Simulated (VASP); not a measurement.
# Lattice vibrations of Tm2SO2, part 2 of 2

Wanted: whether Tm2SO2 is dynamically stable, and its vibrational spectrum. The start is a cell from a database of measured crystal structures.

VASP 6.6.1; r2SCAN, 4f electrons in the core; plane waves and PAW (Tm_3, S, O).

Still holding for the runs below: The data set Tm_3 holds the 4f electrons frozen in the core, so no f bands or f moments appear.

So far. Step 2 (Relax the host): The run ended after 5 ionic steps, 0.022 eV below its first step, once forces and stress met EDIFFG = -0.02. The relaxed cell has a = 3.716, c = 6.491 Å (conventional setting).

## (3) Tight relaxation

Force constants are second derivatives, so residual forces and stress must first be far smaller than in an ordinary relaxation. Mesh and cutoff differ from the relaxation before, which can move the cell too.

File INCAR:

```
SYSTEM = Tm2SO2
PREC = Accurate
ENCUT = 480
EDIFF = 1E-08
NELM = 120
ISMEAR = 0
SIGMA = 0.05
LREAL = .FALSE.
ALGO = Normal
METAGGA = R2SCAN
LASPH = .TRUE.
NBANDS = 24
LORBIT = 11
LWAVE = .FALSE.
LCHARG = .FALSE.
KPAR = 4
IBRION = 1
NSW = 30
ISIF = 3
EDIFFG = -0.002
POTIM = 0.4
```

File POSCAR:

```
Tm2SO2
1.0
    3.7157586440      0.0000000000      0.0000000000
   -1.8578793220      3.2179413801      0.0000000000
    0.0000000000      0.0000000000      6.4907668301
Tm S O
2 1 2
Direct
    0.6666666667      0.3333333333      0.7162277037
    0.3333333333      0.6666666667      0.2837722963
    0.0000000000      0.0000000000      0.0000000000
    0.6666666667      0.3333333333      0.3708263105
    0.3333333333      0.6666666667      0.6291736895
```

File KPOINTS:

```
Automatic mesh
0
Gamma
8 8 4
0 0 0
```

Potentials, in the order of the species: Tm_3, S and O (PBE family, release 64).

Launch:

```bash
> mpirun -np 4 vasp_std
```

The log of the run:

```text
[banner, memory and clock lines left out]
running    4 mpi-ranks, on    1 nodes
 distrk:  each k-point on    1 cores,    4 groups
 distr:  one band on    1 cores,    1 groups

 POSCAR found type information on POSCAR TmS O
 POSCAR found :  3 types and       5 ions
 [... a notice as in an earlier step ...]

 LDA part: xc-table for (None), standard interpolation
 POSCAR, INCAR and KPOINTS ok, starting setup
 FFT: planning ... GRIDC
 FFT: planning ... GRID_SOFT
 FFT: planning ... GRID
 WAVECAR not read
 entering main loop
       N       E                     dE             d eps       ncg     rms          rms(c)
DAV:   1     0.289781869216E+03    0.28978E+03   -0.15451E+04  1680   0.143E+03
DAV:   2    -0.499063585267E+02   -0.33969E+03   -0.33098E+03  2008   0.498E+02
DAV:   3    -0.117029294651E+03   -0.67123E+02   -0.65907E+02  2800   0.149E+02
DAV:   4    -0.119786098123E+03   -0.27568E+01   -0.27519E+01  2712   0.345E+01
DAV:   5    -0.119807340522E+03   -0.21242E-01   -0.21234E-01  2552   0.357E+00    0.412E+01
DAV:   6    -0.107859629624E+03    0.11948E+02   -0.17117E+01  2544   0.353E+01    0.272E+01
DAV:   7    -0.108206220113E+03   -0.34659E+00   -0.17056E+00  2720   0.940E+00    0.108E+01
DAV:   8    -0.108224387031E+03   -0.18167E-01   -0.38853E-01  2440   0.487E+00    0.116E+00
DAV:   9    -0.108216638685E+03    0.77483E-02   -0.18989E-01  2520   0.298E+00    0.768E-01
DAV:  10    -0.108211871760E+03    0.47669E-02   -0.31632E-02  2480   0.138E+00    0.776E-02
DAV:  11    -0.108212004583E+03   -0.13282E-03   -0.22680E-03  2248   0.366E-01    0.719E-02
DAV:  12    -0.108212044483E+03   -0.39901E-04   -0.22455E-04  2520   0.112E-01    0.342E-02
DAV:  13    -0.108212039503E+03    0.49800E-05   -0.36093E-05  2648   0.513E-02    0.121E-02
DAV:  14    -0.108212040454E+03   -0.95087E-06   -0.89394E-06  2752   0.211E-02    0.321E-03
DAV:  15    -0.108212039419E+03    0.10354E-05   -0.82642E-07  2136   0.640E-03    0.328E-03
DAV:  16    -0.108212039751E+03   -0.33225E-06   -0.27367E-07  2560   0.399E-03    0.815E-04
DAV:  17    -0.108212039812E+03   -0.60804E-07   -0.30126E-08  1904   0.180E-03    0.451E-04
DAV:  18    -0.108212039793E+03    0.19018E-07   -0.63803E-09  1432   0.778E-04    0.275E-04
DAV:  19    -0.108212039807E+03   -0.14017E-07   -0.20113E-09  1368   0.503E-04    0.211E-04
DAV:  20    -0.108212039804E+03    0.27230E-08   -0.13450E-09  1304   0.515E-04
   1 F= -.10821204E+03 E0= -.10821204E+03  d E =-.108212E+03
 BRION: g(F)=  0.497E-04 g(S)=  0.803E-04
 bond charge predicted
       N       E                     dE             d eps       ncg     rms          rms(c)
DAV:   1    -0.108212260867E+03   -0.22106E-03   -0.11772E-02  2520   0.956E-01    0.181E-01
DAV:   2    -0.108212134004E+03    0.12686E-03   -0.91111E-04  2488   0.217E-01    0.681E-02
DAV:   3    -0.108212111718E+03    0.22286E-04   -0.49943E-05  2616   0.761E-02    0.325E-02
DAV:   4    -0.108212109460E+03    0.22586E-05   -0.17373E-05  2656   0.408E-02    0.195E-02
DAV:   5    -0.108212109816E+03   -0.35683E-06   -0.47374E-06  2296   0.164E-02    0.497E-03
DAV:   6    -0.108212109891E+03   -0.74339E-07   -0.83149E-07  2656   0.884E-03    0.214E-03
DAV:   7    -0.108212109634E+03    0.25648E-06   -0.21759E-07  2432   0.316E-03    0.418E-04
DAV:   8    -0.108212109635E+03   -0.74442E-09   -0.14074E-08  1536   0.895E-04
   2 F= -.10821211E+03 E0= -.10821211E+03  d E =-.698309E-04
[...]
3 F= -.10821212E+03 E0= -.10821212E+03  d E =-.987014E-05
 BRION: g(F)=  0.557E-05 g(S)=  0.581E-05 retain N=  2 mean eig= 3.23
 eig:   0.279  6.189
 bond charge predicted
       N       E                     dE             d eps       ncg     rms          rms(c)
DAV:   1    -0.108212128253E+03   -0.87535E-05   -0.59528E-03  1696   0.550E-01    0.311E-02
DAV:   2    -0.108212132890E+03   -0.46373E-05   -0.22580E-04  2488   0.132E-01    0.180E-02
DAV:   3    -0.108212129109E+03    0.37806E-05   -0.97306E-06  2568   0.260E-02    0.779E-03
DAV:   4    -0.108212127913E+03    0.11963E-05   -0.16755E-06  2704   0.124E-02    0.382E-03
DAV:   5    -0.108212127667E+03    0.24573E-06   -0.45032E-07  2544   0.562E-03    0.207E-03
DAV:   6    -0.108212127689E+03   -0.21878E-07   -0.91902E-08  2384   0.231E-03    0.765E-04
DAV:   7    -0.108212127688E+03    0.17071E-08   -0.10864E-08  1376   0.111E-03
   4 F= -.10821213E+03 E0= -.10821213E+03  d E =-.818235E-05
 BRION: g(F)=  0.150E-06 g(S)=  0.241E-07 retain N=  2 mean eig= 2.42
 eig:   0.672  4.160
 reached required accuracy - stopping structural energy minimisation
```

It took 4.2 min on 4 MPI ranks of AMD EPYC 7R43, shared host; peak memory 0.88 GiB; 17 min of CPU time.

Parts of OUTCAR (step 3):

```text
  LATTYP: Found a hexagonal cell.
 ALAT       =     3.7157586440
 C/A-ratio  =     1.7468214306

The static configuration has the point symmetry D_3d.

 Found     35 irreducible k-points:

   k-points           NKPTS =     35   k-points in BZ     NKDIM =     35   number of bands    NBANDS=     24

   dimension x,y,z NGX =    28 NGY =   28 NGZ =   48
   dimension x,y,z NGXF=    56 NGYF=   56 NGZF=   96

   ENCUT  =  480.0 eV  35.28 Ry    5.94 a.u.   6.64  6.64 11.60*2*pi/ulx,y,z

   NELECT =      36.0000    total number of electrons

 E-fermi :   3.2628

 k-point     1 :       0.0000    0.0000    0.0000
  band No.  band energies     occupation
    ...
     14      -0.2552      2.00000
     15      -0.2552      2.00000
     16       2.5984      2.00000
     17       2.9714      2.00000
     18       2.9714      2.00000
     19       6.6259      0.00000
     20       8.1306      0.00000
     21       8.1306      0.00000
     22       8.7469      0.00000
     23      10.0699      0.00000
    ...

 k-point     2 :       0.1250    0.0000    0.0000
  band No.  band energies     occupation
    ...
     14      -0.0682      2.00000
     15       0.1514      2.00000
     16       2.2833      2.00000
     17       2.4849      2.00000
     18       2.7849      2.00000
     19       7.0381      0.00000
     20       8.1963      0.00000
     21       8.4856      0.00000
     22       9.3606      0.00000
     23       9.7554      0.00000
    ...

  Total       -0.0012427     -0.0012427     -0.0001933      0.0000000      0.0000000     -0.0000000
  in kB       -0.0256649     -0.0256649     -0.0039917      0.0000000      0.0000000     -0.0000000
  external PRESSURE =      -0.0184405 kB  Pullay stress =       0.0000000 kB

  energy-cutoff  :      480.00
  volume of cell :       77.58
      direct lattice vectors                 reciprocal lattice vectors
     3.713909463 -0.000000000  0.000000000     0.269258045  0.155456205 -0.000000000
    -1.856954731  3.216339942 -0.000000000     0.000000000  0.310912409 -0.000000000
    -0.000000000  0.000000000  6.494307024    -0.000000000  0.000000000  0.153981017

 POSITION                                       TOTAL-FORCE (eV/Angst)
 -----------------------------------------------------------------------------------
      1.85695      1.07211      4.65045         0.000000     -0.000000     -0.000435
     -0.00000      2.14423      1.84386        -0.000000      0.000000      0.000435
      0.00000      0.00000     -0.00000         0.000000      0.000000     -0.000000
      1.85695      1.07211      2.40966         0.000000      0.000000      0.001325
     -0.00000      2.14423      4.08465         0.000000     -0.000000     -0.001325
 -----------------------------------------------------------------------------------
    total drift:                               -0.000000     -0.000000     -0.000000

  FREE ENERGIE OF THE ION-ELECTRON SYSTEM (eV)
  ---------------------------------------------------
  free  energy   TOTEN  =      -108.2121276876 eV

  energy  without entropy=     -108.2121276876  energy(sigma->0) =     -108.21212769

 total charge
# of ion       s       p       d       tot
------------------------------------------
    1        0.401   7.023   1.277   8.701
    2        0.401   7.023   1.277   8.701
    3        1.302   2.550   0.000   3.851
    4        1.567   3.546   0.000   5.113
    5        1.567   3.546   0.000   5.113
--------------------------------------------------
tot          5.238  23.688   2.554  31.479

[... 2 parts as in an earlier step ...]

[... 7 further parts left out ...]
```

CONTCAR:

```
Tm2SO2
   1.00000000000000
     3.7139094628976284   -0.0000000000000000    0.0000000000000000
    -1.8569547314488142    3.2163399422890513   -0.0000000000000000
    -0.0000000000000000    0.0000000000000000    6.4943070236177016
  Tm              S               O
     2     1     2
Direct
     0.6666666667000030    0.3333333332999970    0.7160807200769540
     0.3333333332999970    0.6666666667000030    0.2839192799230461
     0.0000000000000000    0.0000000000000000   -0.0000000000000000
     0.6666666667000030    0.3333333332999970    0.3710417397698743
     0.3333333332999970    0.6666666667000030    0.6289582602301258
```

Little changed from the start: no atom moved by 0.005 Å and no cell edge by 0.1 %.

This step gave:

| Property | Result |
| --- | --- |
| electronic cycles | 43 |
| free energy (TOTEN) | -108.2121 eV |
| Fermi energy | 3.263 eV |
| pressure | -0.001844 GPa |
| gap on the k-mesh | 3.583 eV |
| least direct gap on the k-mesh | 3.654 eV |

The run ended after 4 ionic steps, 0.000 eV below its first step, once forces and stress met EDIFFG = -0.002.

## (4) Force constants in the supercell

System of this step: Tm2SO2. The structure is trigonal, space group P-3m1 (No. 164). Conventional cell: a = 3.714 Å, b = 3.714 Å, c = 6.494 Å, α = 90.00°, β = 90.00°, γ = 120.00°. Nearest to Tm lie 4 O at 2.22 to 2.24 Å and 3 S at 2.83 Å. Nearest to S lie 6 Tm at 2.83 Å. Nearest to O lie 4 Tm at 2.22 to 2.24 Å. Farther neighbours and most contacts between anions are not listed.

Each independent atom is moved by 0.015 Å both ways; the forces give the force constants out to half the supercell.

File INCAR:

```
SYSTEM = Tm2SO2
PREC = Accurate
ENCUT = 480
EDIFF = 1E-07
NELM = 120
ISMEAR = 0
SIGMA = 0.05
LREAL = .FALSE.
ALGO = Normal
METAGGA = R2SCAN
LASPH = .TRUE.
NBANDS = 92
LWAVE = .FALSE.
LCHARG = .FALSE.
KPAR = 4
IBRION = 6
NSW = 1
NFREE = 2
POTIM = 0.015
ISIF = 0
ADDGRID = .TRUE.
```

File POSCAR:

```
Tm2SO2
1.0
   -5.5708641943      3.2163399423      6.4943070236
    5.5708641943     -3.2163399423      6.4943070236
    1.8569547315      3.2163399423     -6.4943070236
Tm S O
8 4 8
Direct
    0.5247070267      0.6913736934      0.5000000000
    0.0247070267      0.1913736934      0.5000000000
    0.0247070267      0.6913736934      0.0000000000
    0.5247070267      0.1913736934      0.0000000000
    0.4752929733      0.3086263066      0.5000000000
    0.9752929733      0.8086263066      0.5000000000
    0.9752929733      0.3086263066      0.0000000000
    0.4752929733      0.8086263066      0.0000000000
    0.0000000000      0.0000000000      0.0000000000
    0.5000000000      0.5000000000      0.0000000000
    0.5000000000      0.0000000000      0.5000000000
    0.0000000000      0.5000000000      0.5000000000
    0.3521875366      0.5188542032      0.5000000000
    0.8521875366      0.0188542033      0.5000000000
    0.8521875366      0.5188542033      0.0000000000
    0.3521875366      0.0188542032      0.0000000000
    0.6478124634      0.4811457968      0.5000000000
    0.1478124635      0.9811457968      0.5000000000
    0.1478124635      0.4811457968      0.0000000000
    0.6478124634      0.9811457968      0.0000000000
```

File KPOINTS:

```
Automatic mesh
0
Gamma
5 5 5
0 0 0
```

Launch:

```bash
> mpirun -np 4 vasp_std
```

The log of the run:

```text
[banner, memory and clock lines left out]
running    4 mpi-ranks, on    1 nodes
[...]
|                                                                             |
|               ----> ADVICE to this user running VASP <----                  |
|                                                                             |
|     You have a (more or less) 'large supercell' and for larger cells it     |
|     might be more efficient to use real-space projection operators.         |
|     Therefore, try LREAL= Auto in the INCAR file.                           |
|     Mind: For very accurate calculation, you might also keep the            |
|     reciprocal projection scheme (i.e. LREAL=.FALSE.).                      |
|                                                                             |

 [... a notice as in an earlier step ...]

 LDA part: xc-table for (None), standard interpolation
 POSCAR, INCAR and KPOINTS ok, starting setup
[...]
entering main loop
       N       E                     dE             d eps       ncg     rms          rms(c)
DAV:   1     0.172545772928E+04    0.17255E+04   -0.55258E+04  7176   0.152E+03
DAV:   2     0.100337019231E+02   -0.17154E+04   -0.16547E+04  7784   0.606E+02
DAV:   3    -0.434850680053E+03   -0.44488E+03   -0.41776E+03 11396   0.215E+02
DAV:   4    -0.478099873773E+03   -0.43249E+02   -0.42828E+02 11552   0.789E+01
[...]
DAV:  18    -0.432849391878E+03    0.14184E-06   -0.11320E-07  5424   0.193E-03    0.175E-03
DAV:  19    -0.432849391708E+03    0.16942E-06   -0.93002E-08  5088   0.193E-03    0.135E-03
DAV:  20    -0.432849391743E+03   -0.34022E-07   -0.56988E-08  5016   0.185E-03
   1 F= -.43284939E+03 E0= -.43284939E+03  d E =-.229956E-16
 Found     6 degrees of freedom:
 Finite differences POTIM= 0.01500 DOF=   6
[...]
N       E                     dE             d eps       ncg     rms          rms(c)
DAV:   1    -0.432844108020E+03    0.52837E-02   -0.41370E-01 15344   0.370E+00    0.317E-01
DAV:   2    -0.432847738852E+03   -0.36308E-02   -0.34018E-02 17136   0.678E-01    0.178E-01
DAV:   3    -0.432847757194E+03   -0.18342E-04   -0.12658E-03 19744   0.180E-01    0.856E-02
DAV:   4    -0.432847762615E+03   -0.54209E-05   -0.18195E-04 18480   0.633E-02    0.281E-02
DAV:   5    -0.432847755273E+03    0.73423E-05   -0.56456E-05 19248   0.391E-02    0.992E-03
DAV:   6    -0.432847755871E+03   -0.59848E-06   -0.12206E-05 17464   0.140E-02    0.740E-03
DAV:   7    -0.432847755369E+03    0.50184E-06   -0.58807E-06 15416   0.104E-02    0.283E-03
DAV:   8    -0.432847755286E+03    0.82899E-07   -0.71989E-07 13320   0.437E-03
   2 F= -.43284776E+03 E0= -.43284776E+03  d E =-.854091E-16
 Finite differences progress:
  Degree of freedom:   1/  6
  Displacement:        1/  2
  Total:               1/ 12
[...]
N       E                     dE             d eps       ncg     rms          rms(c)
DAV:   1    -0.432835224092E+03    0.12531E-01   -0.13315E+00 15720   0.653E+00    0.625E-01
DAV:   2    -0.432847638474E+03   -0.12414E-01   -0.11429E-01 17120   0.116E+00    0.350E-01
DAV:   3    -0.432847746014E+03   -0.10754E-03   -0.44127E-03 19656   0.336E-01    0.148E-01
DAV:   4    -0.432847774909E+03   -0.28895E-04   -0.54749E-04 18512   0.106E-01    0.527E-02
[...]
DAV:   8    -0.432847755623E+03   -0.14559E-07   -0.35532E-06 16160   0.866E-03    0.351E-03
DAV:   9    -0.432847755625E+03   -0.20154E-08   -0.10508E-06 14288   0.389E-03    0.105E-03
DAV:  10    -0.432847755653E+03   -0.28200E-07   -0.81873E-08  8104   0.173E-03
   3 F= -.43284776E+03 E0= -.43284776E+03  d E =-.122451E-15
 Finite differences progress:
  Degree of freedom:   1/  6
  Displacement:        2/  2
  Total:               2/ 12
[...]
N       E                     dE             d eps       ncg     rms          rms(c)
DAV:   1    -0.432840470735E+03    0.72849E-02   -0.80548E-01  9664   0.519E+00    0.440E-01
DAV:   2    -0.432847834755E+03   -0.73640E-02   -0.69071E-02 10560   0.884E-01    0.239E-01
DAV:   3    -0.432847909172E+03   -0.74417E-04   -0.26952E-03 11792   0.248E-01    0.109E-01
DAV:   4    -0.432847919699E+03   -0.10528E-04   -0.35515E-04 11520   0.846E-02    0.347E-02
DAV:   5    -0.432847904187E+03    0.15513E-04   -0.81272E-05 12128   0.497E-02    0.147E-02
DAV:   6    -0.432847905319E+03   -0.11324E-05   -0.23383E-05 10840   0.189E-02    0.920E-03
```

Elapsed: 3.1 h, on 4 MPI ranks.

The run was stopped at its time limit, so it gives no result of its own.

## (5) Summary of results

- result: none

The session ends without its result: «force constants in the supercell» met its time limit.

[Lines on the potential files, build, host, timing and source positions are cut from VASP's logs without a mark.]

[Logs are printed without paths, hosts, clocks, repeated set-up lines and the standing remarks that a program may print on its own settings, such as how far it seeks lower states.]

[Hosts, paths, dates, database ids (printed as entryN), source tags and the programs' standing remarks are cut or masked in the printed files.]

[Runs that stopped without an error message from VASP are left out.]
